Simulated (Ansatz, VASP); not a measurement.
# MoSeS: VASP beside Ansatz, part 2 of 2

One calculation is typed for both programs; each brings its own data sets. How far apart do they land? The cell is taken from a series of runs on this material, whose earlier steps may have relaxed, scaled, displaced or heated it; both programs get it as it stands.

VASP 6.6.1 and Ansatz 0.2.0.

So far: The structure; VASP: zone-centre phonons, PBEsol, pair 1.

## Step 3: Ansatz: zone-centre phonons, PBEsol, pair 1

Level of this step: Ansatz beside VASP: Kohn-Sham DFT, plane waves, PBEsol (Ansatz).

Ansatz runs on its PAW soft_1 files.

The same cell, functional and mesh now go to Ansatz, which takes its cutoff from its data sets.

input.yaml reads:

```yaml
crystal:
  lattice:
    - [3.2031081881, 0.0, 0.0]
    - [-1.601554094, 2.8571922538, 0.0]
    - [0.0, 0.0, 30.4]
  atoms:
    - { symbol: Mo, position: [0.3344898369, 0.6689796738, 0.32973518] }
    - { symbol: S, position: [0.6660242534, 0.3320485068, 0.3793389441] }
    - { symbol: Se, position: [0.6661525764, 0.3323051528, 0.2744785076] }
  periodic: [true, true, false]
kpoints:
  mp_grid: { grid: [12, 12, 1] }
hamiltonian:
  xc: pbesol
  pseudopotentials: { kind: paw, azcp: { folder: soft_1 }, xc_functional: pbe }
scf:
  occupations: { method: fixed }
output:
  eigenvalues: true
phonons:
  method: dfpt
```

Started as:

```
ansatz run input.yaml --threads 4 --pin off --max-ram 16384MiB --backend cpu --events-out ev --progress --plain --runs-dir out
```

Numbers of over 12 decimals in the logs are rounded to 6 here.

The program printed:

```text
zone centre: on kpoints.mp_grid the ground state, and the responses unless they are solved on pairs of k-points, stand on 43 of the mesh's 144 k-points, reduced under 2 symmetry operations, with k and −k counted as one. Each operation leaves every solved displacement unchanged or reverses it
Engine: ansatz 0.2.0, aarch64-unknown-linux-gnu
Pseudopotentials: kind: paw
Pseudopotential: Mo, paw, valence charge 14, recommended cutoff 420 eV (normal), soft_1/Mo.paw.azcp
Pseudopotential: S, paw, valence charge 6, recommended cutoff 420 eV (normal), soft_1/S.paw.azcp
Pseudopotential: Se, paw, valence charge 16, recommended cutoff 420 eV (normal), soft_1/Se.paw.azcp
Functional definition: PBEsol
  exchange = pbesol_x
  correlation = pbesol_c
Crystal: 3 atoms, lattice volume = 278.218 Å³
Basis set: ecut = 420 eV, 5541 PW (Γ), exchange–correlation on 48×48×432 points (8 copies of the dense FFT grid, shifted against one another)
Bands: 22, of which v1, the nominal top of the filled ones, is band 18 counted from 1 (17 counted from 0)
Symmetry: 2 space group operations
k-points: 43 of 144 (time reversal used)
Non-local potential: Mo, projectors of the file, l = 0: 3, l = 1: 2, l = 2: 2, l = 3: 1
Non-local potential: S, projectors of the file, l = 0: 2, l = 1: 2, l = 2: 1
Non-local potential: Se, projectors of the file, l = 0: 2, l = 1: 2, l = 2: 3, l = 3: 1
PAW form: soft (Blöchl's): semilocal exchange-correlation on the pseudo side does not see the compensation charge
PAW frozen core: Mo, regenerated for the run's functional, and the local potential with it (the file was generated under x = pbe(κ = 0.804, μ = 0.219515), c = pbe(β = 0.066725))
PAW frozen core: S, regenerated for the run's functional, and the local potential with it (the file was generated under x = pbe(κ = 0.804, μ = 0.219515), c = pbe(β = 0.066725))
PAW frozen core: Se, regenerated for the run's functional, and the local potential with it (the file was generated under x = pbe(κ = 0.804, μ = 0.219515), c = pbe(β = 0.066725))
PAW one-centre angular grid: Mo, 590 points (default); XC on 64 Gauss nodes
PAW one-centre angular grid: S, 110 points (default); XC on 64 Gauss nodes
PAW one-centre angular grid: Se, 590 points (default); XC on 64 Gauss nodes
Initial density: superposition of atomic densities (neutral atoms: chi_scale 0, normalization atom)
Initial wavefunctions: pseudopotential atomic-orbital guess
Functional: x = pbesol(κ = 0.804, μ = 0.123457), c = pbesol(β = 0.046)
SCF iter   1: F=—  HF=-11210.359451 eV  |F-HF|=—  |Δ(HF+E_count)|=         —  Δρ=3.60e-2  dr2=5.49e0  ethr=3.10e-3  ⟨swp⟩=7.7  Hψ=5590  notcnv=0  defer=73
preconditioner: auto → Resta (q_TF=auto, 1.940 Å⁻¹)  ε∞=2.2  [insulator: Δε(μ)=1.663 eV  Ē_g=8.655 eV  n_scr=18 (ndim 8)  ℏωp=9.4 eV  f_vac=0.764  ε∞_Penn≈2.2  vacuum switching on, ρ_ref=5.4e-3 e/Å³]
SCF iter   2: F=—  HF=-11209.883896 eV  |F-HF|=—  |Δ(HF+E_count)|=   4.76e-1  Δρ=2.70e-2  dr2=6.27e0  ethr=3.10e-3  ⟨swp⟩=4.9  Hψ=3016  notcnv=0  defer=77
SCF iter   3: F=—  HF=-11209.122830 eV  |F-HF|=—  |Δ(HF+E_count)|=   7.61e-1  Δρ=1.04e-2  dr2=3.02e-1  ethr=3.10e-3  ⟨swp⟩=5.2  Hψ=2690  notcnv=0  defer=77
SCF iter   4: F=—  HF=-11209.057225 eV  |F-HF|=—  |Δ(HF+E_count)|=   6.56e-2  Δρ=2.68e-3  dr2=3.51e-2  ethr=8.39e-4  ⟨swp⟩=3.4  Hψ=1913  notcnv=0  defer=82
SCF iter   5: F=—  HF=-11209.064598 eV  |F-HF|=—  |Δ(HF+E_count)|=   7.37e-3  Δρ=1.95e-3  dr2=1.18e-1  ethr=9.74e-5  ⟨swp⟩=5.1  Hψ=2163  notcnv=0  defer=86  recentre
SCF iter   6: F=—  HF=-11209.054482 eV  |F-HF|=—  |Δ(HF+E_count)|=   1.01e-2  Δρ=4.06e-4  dr2=5.98e-4  ethr=9.74e-5  ⟨swp⟩=4.0  Hψ=1500  notcnv=0  defer=86
SCF iter   7: F=—  HF=-11209.054669 eV  |F-HF|=—  |Δ(HF+E_count)|=   1.87e-4  Δρ=2.01e-4  dr2=1.62e-4  ethr=1.66e-6  ⟨swp⟩=3.6  Hψ=2374  notcnv=0  defer=86
SCF iter   8: F=—  HF=-11209.054645 eV  |F-HF|=—  |Δ(HF+E_count)|=   2.35e-5  Δρ=6.83e-5  dr2=1.07e-5  ethr=4.51e-7  ⟨swp⟩=2.7  Hψ=1932  notcnv=0  defer=85
SCF iter   9: F=—  HF=-11209.054655 eV  |F-HF|=—  |Δ(HF+E_count)|=   9.71e-6  Δρ=1.77e-5  dr2=1.37e-6  ethr=2.98e-8  ⟨swp⟩=3.3  Hψ=1907  notcnv=0  defer=84
SCF iter  10: F=—  HF=-11209.054648 eV  |F-HF|=—  |Δ(HF+E_count)|=   7.48e-6  Δρ=2.91e-6  dr2=2.16e-8  ethr=3.82e-9  ⟨swp⟩=3.2  Hψ=1806  notcnv=0  defer=81
SCF iter  11: F=—  HF=-11209.054648 eV  |F-HF|=—  |Δ(HF+E_count)|=   5.27e-8  Δρ=1.12e-6  dr2=9.45e-9  ethr=6.01e-11  ⟨swp⟩=3.4  Hψ=2134  notcnv=0  defer=81
SCF iter  12: F=—  HF=-11209.054648 eV  |F-HF|=—  |Δ(HF+E_count)|=   3.99e-9  Δρ=4.01e-7  dr2=1.36e-9  ethr=2.62e-11  ⟨swp⟩=3.8  Hψ=2073  notcnv=0  defer=81
SCF iter  13: F=-11209.054648 eV  HF=-11209.054648 eV  |F-HF|=5.06e-10  |Δ(HF+E_count)|=   1.15e-9  Δρ=7.16e-8  dr2=7.69e-11  ethr=1.00e-12  ⟨swp⟩=19.2  Hψ=10359  notcnv=0
SCF 1 converged in 13 iterations: F = -11209.054648 eV  dr2 = 7.69e-11
  greatest PAW one-centre occupation: 1.000 electrons in one spin orbital (limit 2), on the Se atom at site 2 (counted from 0), in its partial waves of l = 2
DFPT response loops at Γ: preconditioner auto → none (the input reference at scf.mixing.eps_inf says where Resta's filter doesn't serve); β = 0.50; Broyden in place of MSR1
SCF converged after 13 iterations
Free energy (F): -11209.054648 eV
Harris-Foulkes:  -11209.054648 eV  (|F-HF|=5.06e-10)
Internal energy: -11209.054648 eV  (E = F + TS)
E sigma→0 (E₀):  -11209.054648 eV
Fermi energy:    -5.645672 eV
--- Per-component energies (eV) ---
  E_band       = -1099.707850
  E_kinetic    = 638.591351
  E_local      = -82254.203165  (includes V_loc(G=0)·N_el)
  E_nonlocal   = -167.943583
  E_hartree    = 40717.756966
  E_xc         = -347.879078
  E_vxc        = -392.211862  (∫ρ·V_xc dr)
  E_paw        = -5832.712750  (= ΣΔE_a)
  E_vpaw       = -359.453845  (= ΣTr[D̂ρ^β])
  E_aug_tail   = -0.000330  (compensation charges beyond the density's cutoff)
  E_ewald      = 36036.056239
  E_core_change = 1.279701  (= ΣΔE_core)
  E_smearing   = -0.000000  (= −TS)
  E_closure    = -0.000000  (closes the sum)
  Σ components = -11209.054648   (vs F -11209.054648, Δ=0.00e0)
--- Band table (eV; the first three rows and the last of 43) ---
  k-point 0: bands = [... 14 lower, -7.5468, -7.0949, -6.8890, -5.6457, -2.9657, -2.8003, -2.6600, -2.3841]
  k-point 1: bands = [... 14 lower, -7.8819, -7.0113, -6.9012, -5.7012, -3.1351, -3.0131, -2.6762, -2.4835]
  k-point 2: bands = [... 14 lower, -7.9135, -7.2224, -6.8624, -5.9530, -3.6152, -3.1453, -2.8650, -2.2479]
  k-point 42: bands = [... 14 lower, -8.9143, -8.5184, -7.2458, -6.2623, -3.6914, -3.0015, -2.7371, -1.3087]
--- Phonons (Γ-DFPT): 9 representative perturbations + reference, on 43 of 144 k-points (Σ response iterations 48) ---
  k mesh reduced under 2 symmetry operations, with k and −k counted as one. Each operation leaves every solved displacement unchanged or reverses it
  ASR residual: 1.099e-4 → 0.000e0 eV/Å²; symmetrization residual: 1.510e-5 eV/Å²
  ASR residual per site (eV/Å²): 1.10e-4 3.86e-5 9.75e-5
  Γ frequencies (cm⁻¹): 0.00 0.00 0.00 203.15 206.18 289.78 344.75 351.48 435.76
  non-analytic LO–TO correction: not included (Born effective charges unavailable; polar crystals: no LO–TO splitting at Γ)
```

In the SCF lines HF is the Harris–Foulkes energy and dr2 the Hartree energy of the density residual, in eV; the loop may stop once dr2 is under the threshold and the program's other checks hold. Hψ counts applications of the Hamiltonian.

## Step 4: Differences

Known differences besides the potentials themselves: fixed occupations in Ansatz, narrow Gaussian smearing in VASP; Ansatz cuts the interaction across the vacuum, VASP repeats the sheet without a dipole correction; the data sets hold 36 valence electrons in Ansatz (on its PAW soft_1 files) and 26 in VASP; the cutoff is 420 eV in Ansatz and 500 eV in VASP; Ansatz makes its cores anew for this functional, VASP keeps those of its PBE data sets. Total energies have different zeros and are not compared.

Both answers:

```csv
quantity,Ansatz,VASP,difference
optical mode 1 (cm⁻¹),203.2,203.5,-0.18 %
optical mode 2 (cm⁻¹),206.2,206.6,-0.19 %
optical mode 3 (cm⁻¹),289.8,290.9,-0.39 %
optical mode 4 (cm⁻¹),344.8,344.7,+0.01 %
optical mode 5 (cm⁻¹),351.5,351.4,+0.04 %
optical mode 6 (cm⁻¹),435.8,435.7,+0.00 %
```

Modes are paired by rising frequency, not by their patterns, so a pair may set unlike modes beside each other; they are those without the splitting of longitudinal modes. Where the cell holds vacuum, a pressure given here is an average over it and none of the material.

## Step 5: VASP: zone-centre phonons, PBEsol, pair 2

Second derivatives magnify differences that forces hide, and they need a tight electronic threshold.

INCAR reads:

```
SYSTEM = MoSeS
PREC = Accurate
ENCUT = 500
EDIFF = 1E-08
NELM = 120
ISMEAR = 0
SIGMA = 0.01
LREAL = .FALSE.
ALGO = Normal
GGA = PS
NBANDS = 19
LASPH = .TRUE.
LORBIT = 11
LWAVE = .FALSE.
LCHARG = .FALSE.
ISIF = 2
IBRION = 8
GGA_COMPAT = .FALSE.
EFERMI = MIDGAP
NELMDL = -8
KPAR = 2
```

POSCAR reads:

```
MoSeS
1.0
    3.2671703519      0.0000000000      0.0000000000
   -1.6335851759      2.8294525232      0.0000000000
    0.0000000000      0.0000000000     30.4000000000
Mo S Se
1 1 1
Direct
    0.3333333333      0.6666666667      0.3297290134
    0.6666666666      0.3333333334      0.3791696161
    0.6666666666      0.3333333334      0.2746540020
```

KPOINTS reads:

```
Automatic mesh
0
Gamma
12 12 1
0 0 0
```

Potentials, in the order of the species: Mo_sv, S and Se (PBE family, release 64).

Started as:

```
mpirun -np 2 vasp_std
```

The program printed:

```text
[banner, memory and clock lines left out]
running    2 mpi-ranks, on    1 nodes
[...]
[... a notice as in an earlier step ...]

 LDA part: xc-table for (Slater+PW92), standard interpolation
 POSCAR, INCAR and KPOINTS ok, starting setup
[...]
entering main loop
       N       E                     dE             d eps       ncg     rms          rms(c)
DAV:   1     0.148401560974E+03    0.14840E+03   -0.12447E+04  1026   0.985E+02
DAV:   2    -0.101379447197E+02   -0.15854E+03   -0.15389E+03  1016   0.208E+02
DAV:   3    -0.236393627035E+02   -0.13501E+02   -0.13433E+02  1003   0.564E+01
DAV:   4    -0.237988851415E+02   -0.15952E+00   -0.15908E+00   974   0.688E+00
[...]
DAV:  29    -0.224505631008E+02   -0.80525E-07    0.48677E-10   588   0.777E-05    0.282E-05
DAV:  30    -0.224505631147E+02   -0.13872E-07    0.85048E-10   505   0.313E-05    0.134E-05
DAV:  31    -0.224505631203E+02   -0.55979E-08    0.86250E-10   457   0.188E-05
   1 F= -.22450563E+02 E0= -.22450563E+02  d E =0.000000E+00
[...]
RMM:  10    -0.692894539525E-01   -0.44751E-07   -0.65642E-09  5208   0.452E-05    0.509E-06
RMM:  11    -0.692894643623E-01   -0.10410E-07   -0.27964E-09  5502   0.113E-05    0.232E-06
RMM:  12    -0.692894728226E-01   -0.84603E-08   -0.77790E-10  4976   0.545E-06    0.540E-07
 first order change of Fermi-energy   0.14348E-03
 force on displaced ion       3 direction 1 :  -8.461  -0.000  -0.000
 Linear response progress:
  Degree of freedom:   6/  6
       N       E                     dE             d eps       ncg     rms          rms(c)
RMM:   1    -0.138443505040E+00   -0.13844E+00   -0.64228E-03  1805   0.137E+00
RMM:   2    -0.129523954001E+00    0.89196E-02   -0.75459E-03  1206   0.391E-01    0.243E-01
RMM:   3    -0.129446458039E+00    0.77496E-04   -0.10531E-03  1175   0.135E-01    0.199E-01
RMM:   4    -0.129510821717E+00   -0.64364E-04   -0.28424E-04  1132   0.986E-02    0.506E-02
[...]
RMM:  16    -0.129512860896E+00   -0.18682E-07   -0.30677E-09  1323   0.569E-05    0.844E-06
RMM:  17    -0.129512891690E+00   -0.30794E-07   -0.42144E-08  1294   0.243E-05    0.433E-06
RMM:  18    -0.129512901235E+00   -0.95451E-08   -0.23218E-08  1289   0.200E-05    0.189E-06
 first order change of Fermi-energy  -0.80074E+00
 force on displaced ion       3 direction 3 :   0.000  -0.000 -15.617
 Linear response finished
```

From OUTCAR (step 5):

```text
  Total       -1.6396087     -1.6396087      0.0682294     -0.0000000     -0.0000000      0.0000000
  in kB       -9.3476623     -9.3476623      0.3889865     -0.0000000     -0.0000000      0.0000000
  external PRESSURE =      -6.1021127 kB  Pullay stress =       0.0000000 kB

 POSITION                                       TOTAL-FORCE (eV/Angst)
 -----------------------------------------------------------------------------------
     -0.00000      1.88630     10.02376        -0.000000     -0.000000      0.042499
      1.63359      0.94315     11.52676        -0.000000      0.000000      0.004176
      1.63359      0.94315      8.34948         0.000000      0.000000     -0.046675
 -----------------------------------------------------------------------------------
    total drift:                                0.000001     -0.000000      0.000064

[... 2 further parts left out ...]
```

## Step 6: Ansatz: zone-centre phonons, PBEsol, pair 2

The same cell, functional and mesh now go to Ansatz, which takes its cutoff from its data sets.

The cell is taken from a series of runs on this material, whose earlier steps may have relaxed, scaled, displaced or heated it; both programs get it as it stands.

input.yaml, the sections that differ from step 3:

```yaml
crystal:
  lattice:
    - [3.2671703519, 0.0, 0.0]
    - [-1.6335851759, 2.8294525232, 0.0]
    - [0.0, 0.0, 30.4]
  atoms:
    - { symbol: Mo, position: [0.3333333333, 0.6666666667, 0.3297290134] }
    - { symbol: S, position: [0.6666666667, 0.3333333333, 0.3791696161] }
    - { symbol: Se, position: [0.6666666667, 0.3333333333, 0.274654002] }
  periodic: [true, true, false]
# kpoints, hamiltonian, scf, output, phonons: as in step 3
```

Started as:

```
ansatz run input.yaml --threads 4 --pin off --max-ram 16384MiB --backend cpu --events-out ev --progress --plain --runs-dir out
```

The program printed:

```text
[...]
Crystal: 3 atoms, lattice volume = 281.027 Å³
Basis set: ecut = 420 eV, 5609 PW (Γ), exchange–correlation on 48×48×432 points (8 copies of the dense FFT grid, shifted against one another)
Bands: 22, of which v1, the nominal top of the filled ones, is band 18 counted from 1 (17 counted from 0)
Symmetry: 6 space group operations
k-points: 43 of 144 (irreducible under 2 space group operations, time reversal used)
[...]
k-point 2: bands = [... 14 lower, -8.0955, -7.4221, -6.8107, -5.9000, -3.5583, -3.1621, -3.0534, -2.3718]
  k-point 42: bands = [... 14 lower, -8.8530, -8.5920, -7.2734, -6.2160, -3.7658, -3.2071, -2.7152, -1.3741]
[...]
ASR residual: 5.143e-5 → 0.000e0 eV/Å²; symmetrization residual: 1.151e-5 eV/Å²
  ASR residual per site (eV/Å²): 2.73e-5 5.14e-5 2.41e-5
  Γ frequencies (cm⁻¹): 0.00 0.00 0.00 203.94 203.94 289.45 345.87 345.87 433.48
[...]
[key lines of the parts left out:]
SCF converged after 15 iterations
Free energy (F): -11209.051154 eV
Fermi energy:    -5.610871 eV
```

## Step 7: Comparison

What differs besides the data sets and the points named for the pairs above, as far as they apply: the data sets hold 36 valence electrons in Ansatz (on its PAW soft_1 files) and 26 in VASP. Total energies have different zeros and are not compared.

Compared:

```csv
quantity,Ansatz,VASP,difference
optical mode 1 to 2 (cm⁻¹),203.9,204.3,-0.16 %
optical mode 3 (cm⁻¹),289.4,290.6,-0.39 %
optical mode 4 to 5 (cm⁻¹),345.9,345.8,+0.01 %
optical mode 6 (cm⁻¹),433.5,433.5,-0.01 %
```

Modes are paired by rising frequency, not by their patterns, so a pair may set unlike modes beside each other; they are those without the splitting of longitudinal modes. Where the cell holds vacuum, a pressure given here is an average over it and none of the material.

## Step 8: Summary of results

| Item | Value |
| --- | --- |
| r.m.s. difference of the optical zone-centre modes, each program's sorted by frequency (zone-centre phonons, PBEsol, pair 1) | 0.51 cm⁻¹ |
| r.m.s. difference of the optical zone-centre modes, each program's sorted by frequency (zone-centre phonons, PBEsol, pair 2) | 0.50 cm⁻¹ |

What this shows: The r.m.s. difference of the optical zone-centre modes, each program's sorted by frequency is 0.51 cm⁻¹ (zone-centre phonons, PBEsol, pair 1). The data sets hold unlike numbers of valence electrons (36 in Ansatz and 26 in VASP), so part of the differences may come from the potentials. How closely two codes agree says nothing of how well the functional describes the real material.

[Lines on the potential files, build, host, timing and source positions are cut from VASP's logs without a mark.]

[Logs are printed without paths, hosts, clocks, repeated set-up lines and the standing remarks that a program may print on its own settings, such as how far it seeks lower states.]

[Hosts, paths, dates, database ids (printed as entryN), source tags and the programs' standing remarks are cut or masked in the printed files.]
